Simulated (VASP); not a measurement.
A run of VASP 6.6.1:

The input INCAR:

```
SYSTEM = NiS
PREC     = Accurate       ! precision mode
ENCUT    = 520            ! plane-wave cutoff, eV
EDIFF    = 1E-7           ! SCF threshold, eV
ISMEAR   = 0              ! smearing method
SIGMA    = 0.05           ! smearing width, eV
LREAL    = .False.        ! projectors in reciprocal space
LASPH    = .True.         ! aspherical terms in the spheres
NELM     = 150            ! most SCF steps
ALGO     = Fast           ! electronic algorithm
ISIF     = 2              ! what is computed and relaxed
LWAVE    = .False.        ! write WAVECAR
LCHARG   = .True.         ! write CHGCAR
ISPIN    = 2              ! spin polarisation
MAGMOM   = 2 2 0 0        ! initial moments
LORBIT   = 11             ! projections on sites
LMAXMIX  = 4              ! l up to which the mixer works
LDAU     = .True.         ! DFT+U
LDAUTYPE = 2            
LDAUL    = 2 -1           ! shell
LDAUU    = 4 0            ! U, eV
LDAUJ    = 0 0          
LDAUPRINT= 1            
GGA      = CA             ! functional
LELF     = .True.         ! ELF
LVHAR    = .True.       
NBANDS   = 28             ! bands
```

Contents of KPOINTS:

```
Automatic mesh
0
Gamma
  6 6 4
  0 0 0
```

POSCAR

```
NiS
1.0
    3.4250012100      0.0000000000      0.0000000000
   -1.7125006100      2.9661380600      0.0000000000
    0.0000000000      0.0000000000      5.3399998700
Ni S
2 2
Direct
    0.0000000000      0.0000000000      0.0000000000
    0.0000000000      0.0000000000      0.5000000000
    0.3333333333      0.6666666667      0.2500000000
    0.6666666667      0.3333333333      0.7500000000
```

Potentials or basis: VASP PAW LDA potentials, release 64 (Ni, S).

The run is started by

```console
$ cat potpaw_LDA.64/Ni/POTCAR potpaw_LDA.64/S/POTCAR > POTCAR
$ mpirun -np 1 vasp_std > vasp.out
```

Hardware: 1 thread of Intel(R) Xeon(R) Platinum 8488C (Sapphire Rapids), with other jobs on the host.

Task: Estimate the wall time of this run.

Result: Run time: 64 s on 1 thread of Intel(R) Xeon(R) Platinum 8488C (Sapphire Rapids) (shared host), peak memory 0.18 GiB. Counts: scf iterations 19, k points 21.
